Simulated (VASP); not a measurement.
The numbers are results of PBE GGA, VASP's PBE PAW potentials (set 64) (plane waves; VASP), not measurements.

VASP ran on this input.

POSCAR:
```
SiC
1
    0.0000000000     2.1896998039     2.1896998039
    2.1896998039     0.0000000000     2.1896998039
    2.1896998039     2.1896998039     0.0000000000
Si C
1 1
Direct
  0.0000000000   0.0000000000   0.0000000000
  0.2500000000   0.2500000000   0.2500000000
```

File KPOINTS:
```
Automatic
0
Gamma
8 8 8
```

**INCAR**
```
! general
SYSTEM = SiC
PREC   = Accurate
ENCUT  = 520
LREAL  = .FALSE.
LASPH  = .TRUE.

! electronic loop
EDIFF  = 1E-6
NELM   = 100
ALGO   = Normal

! smearing
ISMEAR = 0
SIGMA  = 0.05

! functional
GGA    = PE

! output
LWAVE  = .TRUE.
LCHARG = .FALSE.
```

POTCAR, in this order: Si C (PBE.64 set). Program: vasp_std.

Output of the run:

**OSZICAR**
```
       N       E                     dE             d eps       ncg     rms          rms(c)
DAV:   1     0.356274217080E+01    0.35627E+01   -0.40602E+03   488   0.834E+02
DAV:   2    -0.164885912396E+02   -0.20051E+02   -0.17787E+02   672   0.102E+02
DAV:   3    -0.168739150720E+02   -0.38532E+00   -0.38532E+00   544   0.173E+01
DAV:   4    -0.168750423488E+02   -0.11273E-02   -0.11273E-02   712   0.974E-01
DAV:   5    -0.168750430824E+02   -0.73360E-06   -0.73361E-06   560   0.192E-02    0.866E+00
DAV:   6    -0.151164405009E+02    0.17586E+01   -0.75773E+00   480   0.155E+01    0.381E+00
DAV:   7    -0.150670189224E+02    0.49422E-01   -0.32550E-01   728   0.408E+00    0.175E+00
DAV:   8    -0.150593841567E+02    0.76348E-02   -0.18656E-02   472   0.126E+00    0.165E-01
DAV:   9    -0.150596739885E+02   -0.28983E-03   -0.82694E-04   720   0.245E-01    0.105E-01
DAV:  10    -0.150597874499E+02   -0.11346E-03   -0.22024E-04   656   0.116E-01    0.224E-02
DAV:  11    -0.150597881958E+02   -0.74590E-06   -0.46532E-05   560   0.418E-02    0.572E-03
DAV:  12    -0.150597883277E+02   -0.13187E-06   -0.18144E-06   440   0.103E-02
   1 F= -.15059788E+02 E0= -.15059788E+02  d E =-.691290E-15
```

OUTCAR:
```
------------------------ aborting loop because EDIFF is reached ----------------------------------------
  FORCE on cell =-STRESS in cart. coord.  units (eV):
  Direction    XX          YY          ZZ          XY          YZ          ZX
  --------------------------------------------------------------------------------------
  Total        0.0018436      0.0018436      0.0018436      0.0000000      0.0000000      0.0000000
  in kB        0.1406673      0.1406673      0.1406673      0.0000000      0.0000000      0.0000000
  external PRESSURE =       0.1406673 kB  Pullay stress =       0.0000000 kB
  volume of cell :       21.00
      direct lattice vectors                 reciprocal lattice vectors
     0.000000000  2.189699804  2.189699804    -0.228341802  0.228341802  0.228341802
     2.189699804  0.000000000  2.189699804     0.228341802 -0.228341802  0.228341802
     2.189699804  2.189699804  0.000000000     0.228341802  0.228341802 -0.228341802
  FREE ENERGIE OF THE ION-ELECTRON SYSTEM (eV)
  ---------------------------------------------------
  free  energy   TOTEN  =       -15.0597883277 eV

  energy  without entropy=      -15.0597883277  energy(sigma->0) =      -15.05978833
```
(Selected blocks of OUTCAR.)

The compound is SiC in the zinc blende structure. It was relaxed first.
